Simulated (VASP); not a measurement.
# Cu2IBr (R-3m) in VASP: G0W0 quasiparticle levels with PBE

Aim: the G0W0 quasiparticle levels of Cu2IBr with PBE.

Program: VASP 6.6.1. These are calculated values, not measurements. Logs are shortened: lines on timing, memory, paths and dates and some standing lists are left out, and cuts for length are marked.

### Step 1. The crystal as given

The structure is trigonal, space group R-3m (No. 166). The conventional cell has a = 3.937 Å, b = 3.937 Å, c = 19.163 Å, α = 90.00°, β = 90.00°, γ = 120.00°. I (site symmetry -3m) has 6 Cu at 2.79 Å as nearest neighbours. Around Br (site symmetry -3m) lie 6 Cu at 2.77 Å. Around Cu (site symmetry 3m) lie 3 Br at 2.77 Å and 3 I at 2.79 Å.

The cell comes from a database or a generator and needn't be the stable form of this composition.

### Step 2. G0W0 quasiparticle levels, PBE

POSCAR reads:

```
Cu2IBr
1.0
    1.9685310750      1.1365319461      6.3876248825
   -1.9685310750      1.1365319461      6.3876248825
    0.0000000000     -2.2730638921      6.3876248825
I Br Cu
1 1 2
Direct
    0.0000000000      0.0000000000      0.0000000000
    0.5000000000      0.5000000000      0.5000000000
    0.2490310000      0.2490310000      0.2490310000
    0.7509690000      0.7509690000      0.7509690000
```

INCAR.step1 reads:

```
ALGO = Fast
EDIFF = 1E-8
ENCUT = 500
GGA = PE
ISMEAR = 0
LASPH = T
LCHARG = F
LREAL = F
LWAVE = T
NELM = 60
PREC = Accurate
SIGMA = 0.01
```

INCAR.step2 reads:

```
ALGO = Exact
EDIFF = 1E-8
ENCUT = 500
GGA = PE
ISMEAR = 0
ISTART = 1
LASPH = T
LCHARG = F
LOPTICS = T
LREAL = F
LWAVE = T
NBANDS = 397
NELM = 1
PREC = Accurate
SIGMA = 0.01
```

INCAR.step3 reads:

```
ALGO = EVGW0
EDIFF = 1E-8
ENCUT = 500
ENCUTGW = 120
GGA = PE
ISMEAR = 0
ISTART = 1
LASPH = T
LCHARG = F
LREAL = F
LWAVE = F
NBANDS = 397
NBANDSGW = 26
NELMGW = 1
NOMEGA = 48
PREC = Accurate
PRECFOCK = Fast
SIGMA = 0.01
```

KPOINTS reads:

```
k-points
0
Gamma
  3 3 3
```

Potentials or basis: VASP PAW PBE potentials, release 64 (I_GW, Br_GW, Cu_GW).

On the command line:

```console
$ cat potpaw_PBE.64/I_GW/POTCAR potpaw_PBE.64/Br_GW/POTCAR potpaw_PBE.64/Cu_GW/POTCAR > POTCAR
$ cp INCAR.step1 INCAR
$ mpirun -np 1 vasp_std > vasp.out
$ cp INCAR.step2 INCAR
$ mpirun -np 1 vasp_std > vasp.out
$ cp INCAR.step3 INCAR
$ mpirun -np 1 vasp_std > vasp.out
```

OUTCAR:

```text
EDIFF = 1E-8
   ENCUT = 500
   ENCUTGW = 120
   GGA = PE
   ISMEAR = 0
   ISTART = 1
   LASPH = T
   LREAL = F
   NELMGW = 1
   PREC = Accurate
   PRECFOCK = Fast

 ion  position               nearest neighbor table
   1  0.000  0.000  0.000-   4 2.79   3 2.79   4 2.79   4 2.79   3 2.79   3 2.79
   2  0.500  0.500  0.500-   3 2.77   4 2.77   3 2.77   3 2.77   4 2.77   4 2.77
   3  0.249  0.249  0.249-   2 2.77   2 2.77   2 2.77   1 2.79   1 2.79   1 2.79
   4  0.751  0.751  0.751-   2 2.77   2 2.77   2 2.77   1 2.79   1 2.79   1 2.79

  LATTYP: Found a trigonal (rhomboedric) cell.
 ALAT       =     6.7800126178
 COS(alpha) =     0.8314015641

  Lattice vectors:

 A1 = (   1.9685310750,   1.1365319461,   6.3876248825)
 A2 = (  -1.9685310750,   1.1365319461,   6.3876248825)
 A3 = (   0.0000000000,  -2.2730638921,   6.3876248825)

Analysis of symmetry for initial positions (statically):
=====================================================================
 Subroutine PRICEL returns:
 Original cell was already a primitive cell.

 Routine SETGRP: Setting up the symmetry group for a
 trigonal (rhombohedral) supercell.

 Subroutine GETGRP returns: Found 12 space group operations
 (whereof 12 operations were pure point group operations)
 out of a pool of 12 trial point group operations.

The static configuration has the point symmetry D_3d.

Analysis of symmetry for dynamics (positions and initial velocities):
=====================================================================
 Subroutine PRICEL returns:
 Original cell was already a primitive cell.

 Routine SETGRP: Setting up the symmetry group for a
 trigonal (rhombohedral) supercell.

 Subroutine GETGRP returns: Found 12 space group operations
 (whereof 12 operations were pure point group operations)
 out of a pool of 12 trial point group operations.

The dynamic configuration has the point symmetry D_3d.

 Subroutine INISYM returns: Found 12 space group operations
 (whereof 12 operations are pure point group operations),
 and found     1 'primitive' translations

----------------------------------------------------------------------------------------

                                     Primitive cell

  volume of cell :      85.7461

  direct lattice vectors                    reciprocal lattice vectors
     1.968531075  1.136531946  6.387624882     0.253996498  0.146644947  0.052184237
    -1.968531075  1.136531946  6.387624882    -0.253996498  0.146644947  0.052184237
     0.000000000 -2.273063892  6.387624882     0.000000000 -0.293289893  0.052184237
[... 44 lines left out ...]
            Coordinates               Weight
  0.000000  0.000000  0.000000      1.000000
  0.333333  0.000000  0.000000      6.000000
  0.333333  0.333333  0.000000      6.000000
 -0.333333  0.333333  0.000000      6.000000
  0.333333  0.333333  0.333333      2.000000
 -0.333333  0.333333  0.333333      6.000000
   k-points           NKPTS =      6   k-points in BZ     NKDIM =     27   number of bands    NBANDS=    397
   number of dos      NEDOS =    301   number of ions     NIONS =      4
   total plane-waves  NPLWV = 125000
   dimension x,y,z NGX =    50 NGY =   50 NGZ =   50
   dimension x,y,z NGXF=   100 NGYF=  100 NGZF=  100
   ions per type =               1   1   2
   NGX,Y,Z   is equivalent  to a cutoff of  12.26, 12.26, 12.26 a.u.
   NGXF,Y,Z  is equivalent  to a cutoff of  24.52, 24.52, 24.52 a.u.
 SYSTEM =  unknown system
   PREC   = accura    normal or accurate (medium, high low for compatibility)
   ISTART =      1    job   : 0-new  1-cont  2-samecut
   ICHARG =      0    charge: 1-file 2-atom 10-const
   ISPIN  =      1    spin polarized calculation?
   LNONCOLLINEAR =      F non collinear calculations
   LSORBIT =      F    spin-orbit coupling
   LASPH  =      T    aspherical Exc in radial PAW
   ENCUT  =  500.0 eV  36.75 Ry    6.06 a.u.  12.36 12.36 12.36*2*pi/ulx,y,z
   NELM   =     60;   NELMIN=  2; NELMDL=  0     # of ELM steps
   EDIFF  = 0.1E-07   stopping-criterion for ELM
   LREAL  =      F    real-space projection
   EDIFFG = 0.1E-06   stopping-criterion for IOM
   NSW    =      0    number of steps for IOM
   IBRION =     -1    ionic relax: 0-MD 1-quasi-New 2-CG
   NFREE  =      0    steps in history (QN), initial steepest desc. (CG)
   ISIF   =      0    stress and relaxation
   ISYM   =      3    0-nonsym 1-usesym 2-fastsym
   POTIM  = 0.5000    time-step for ionic-motion
   TEBEG  =    0.0;   TEEND  =   0.0 temperature during run
   PSTRESS=    0.0 pullay stress
   NELECT =      36.0000    total number of electrons
   NUPDOWN=      -1.0000    fix difference up-down
   EMIN   =  10.00;   EMAX   =-10.00  energy-range for DOS
   EFERMI =   0.00;   METHOD = LEGACY
   ISMEAR =     0;   SIGMA  =   0.01  broadening in eV -4-tet -1-fermi 0-gaus
   EFERMI_NEDOS =   21; number of points for ismear=-14 and -15
   IALGO  =     38    algorithm
   IMIX   =      4    mixing-type and parameters
     AMIX     =   0.40;   BMIX     =  1.00
     AMIX_MAG =   1.60;   BMIX_MAG =  1.00
  volume/ion in A,a.u.               =      21.44       144.66
  Fermi-wavevector in a.u.,A,eV,Ry     =   1.225850  2.316521 20.445600  1.502709
  Thomas-Fermi vector in A             =   2.360873
   LORBIT       =      0    0 simple, 1 ext, 2 COOP (PROOUT), +10 PAW based schemes
   GGA     = PE    functional components
   LHFCALC =     T    Hartree Fock is set to
   PRECFOCK=fast      Normal, Fast or Accurate (Low or Medium for compatibility)
   ENCUT4O =  -1.0   cutoff for four orbital integrals eV
   NKREDX  =     1    reduce k-point grid by
   NKREDY  =     1    reduce k-point grid by
   NKREDZ  =     1    reduce k-point grid by
   AEXX    =    1.0000 exact exchange contribution
   HFSCREEN=    0.0000 screening length (either q_TF or 0.3 A-1)
   HFSCREENC=   0.0000 screening length for correlation (either q_TF or 0.3 A-1)
   ENCUTFOCK=  -1.0 apply spherical cutoff to Coloumb kernel
   IVDW    =     0    specifies the selected vdW correction
   LEPSILON=     F    determine dielectric tensor
   LRPA    =     F    only Hartree local field effects (RPA)
   LRPAFORCE           =     F    calculate RPA forces
   ENCUTGW             = 120.0    cutoff for response function in eV
   ENCUTGWSOFT         =  96.0    soft cutoff for Coulomb kernel in GW response function in eV
   ENCUTLF             =  -1.0    cutoff for local field effects
   NELMGW              =     1    number of iterations in solving QP/BSE equation
   NELMHF              =     1    number of iterations in the inner HF iteration
   NKREDLFX            =     1    NKREDLFY  =   1   NKREDLFZ  =   1
 non-spin polarized calculation
 Gauss-broadening in eV      SIGMA  =   0.01
  energy-cutoff  :      500.00
  volume of cell :       85.75
 maximum number of plane-waves:      2190
 NGX is ok and might be reduce to    50
  NGX = 28; NGY = 28; NGZ = 28
   NGX = 25   NGY = 25   NGZ = 25
 maximum number of plane-waves:       267
 NGX is ok and might be reduce to    28

 QP shifts <psi_nk| G(iteration)W_0 |psi_nk>: iteration 1
 for sc-GW calculations column KS-energies equals QP-energies in previous step
 and V_xc(KS)=  KS-energies - (<T + V_ion + V_H > + <T+V_H+V_ion>^1  + <V_x>^1)

 k-point   1 :       0.0000    0.0000    0.0000
  band No.  KS-energies  QP-energies   sigma(KS)   V_xc(KS)     V^pw_x(r,r')   Z            occupation Imag(sigma)

      1     -11.0939     -11.6332     -14.4491     -13.6325     -21.8779       0.6605       2.0000       1.2715
      2      -9.0333      -9.5676     -12.9992     -12.2082     -19.2113       0.6754       2.0000       1.1596
      3      -1.6617      -2.4831     -11.8828     -10.7652     -15.3565       0.7350       2.0000       0.4542
      4       1.0990       0.3548     -15.2263     -14.1649     -20.2590       0.7012       2.0000       0.3574
      5       1.0990       0.3548     -15.2263     -14.1649     -20.2590       0.7012       2.0000       0.3574
      6       2.6711       1.9612     -13.5508     -12.6040     -15.4978       0.7498       2.0000       0.0827
[... 168 lines left out ...]
     25      13.1174      13.3114     -10.4186     -10.6735      -5.0815       0.7607       0.0000      -0.3088
     26      14.0239      14.1616     -10.0616     -10.2444      -4.3251       0.7536       0.0000      -0.3755
```

OUTCAR.step2:

```text
EDIFF = 1E-8
   ENCUT = 500
   GGA = PE
   ISMEAR = 0
[... 743 lines left out ...]
  --------------------------------------------------------------------------------------------------------------
     0.00000    16.04845    16.04845    11.05303     0.00000     0.00000    -0.00000
     1.97806    22.11352    22.11352    17.76957    -0.00000     0.00000     0.00000
     3.95612    -3.81148    -3.81148     2.24740    -0.00000     0.00000    -0.00000
     5.93419    -0.10109    -0.10109     0.67400    -0.00000    -0.00000     0.00000
     7.91225    -1.45495    -1.45495    -0.04422    -0.00000    -0.00000     0.00000
     9.89031    -1.39587    -1.39587    -2.08599    -0.00000    -0.00000    -0.00000
[... 92 lines left out ...]
   193.85012     0.98145     0.98145     0.98238    -0.00000    -0.00000    -0.00000
   195.82818     0.98188     0.98188     0.98279    -0.00000    -0.00000    -0.00000
```

Wall time 21 min (1 thread of Intel Xeon Platinum 8488C (Sapphire Rapids), shared host); peak memory 1 GiB.

What came out:

- Band gap on the k mesh, mean-field level: 0.33 eV, direct
- Quasiparticle gap: 1.22 eV
- Least direct quasiparticle gap: 1.22 eV

Levels at points of the mesh, in eV from the valence-band top:
| k point | band 15 | band 16 | band 17 | band 18 | band 19 | band 20 | band 21 | band 22 |
| --- | --- | --- | --- | --- | --- | --- | --- | --- |
| (0.00, 0.00, 0.00) | -1.67 | -1.58 | 0.00 | 0.00 | 0.33 | 2.91 | 4.84 | 4.84 |

Caveat: the k mesh is coarse (spacing up to 0.62 Å⁻¹), so the values aren't converged; bands, screening cutoff and mesh are small and nothing is extrapolated, so the quasiparticle values aren't converged; spin-orbit coupling is left out, which moves the levels of the heavy elements.
